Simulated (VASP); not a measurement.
Data:

```
TiB2
1.0
    1.47330    -2.55184     0.00000
    1.47330     2.55184     0.00000
    0.00000     0.00000     3.09300
Ti B
1 2
Direct
  0.00000   0.00000   0.00000
  0.33333   0.66667   0.50000
  0.66667   0.33333   0.50000
```

These are PBE GGA, VASP's PBE PAW potentials (set 64) (plane waves; VASP 6.6.1) values and carry that method's errors. Settings: 620 eV cut-off, 12×12×10 Γ-centred mesh, first-order Methfessel-Paxton smearing of 0.10 eV, potentials Ti_sv B.

Energy and stress use the plane-wave basis of the starting cell.

### Question
The ions, cell shape and volume at an external pressure of 45.0 GPa are relaxed. Give the cell that the relaxation ends in.

### Answer

```
TiB2
1.0
    1.45650    -2.52274     0.00000
    1.45650     2.52274     0.00000
    0.00000     0.00000     3.04242
Ti B
1 2
Direct
  0.00000   0.00000   0.00000
  0.33333   0.66667   0.50000
  0.66667   0.33333   0.50000
```
Space group P6/mmm (191), at a tolerance of 0.03 Å.

### Question
How do energy and volume change from the first to the last step?

### Answer
The energy (σ→0) changes by +70.1 meV/atom and the volume by -3.9 %, in 6 ionic steps.

The compound is TiB2 in the AlB2 type structure. This run relaxes it under an external pressure of 45 GPa. Symmetry was kept, so distortions that lower it aren't found.
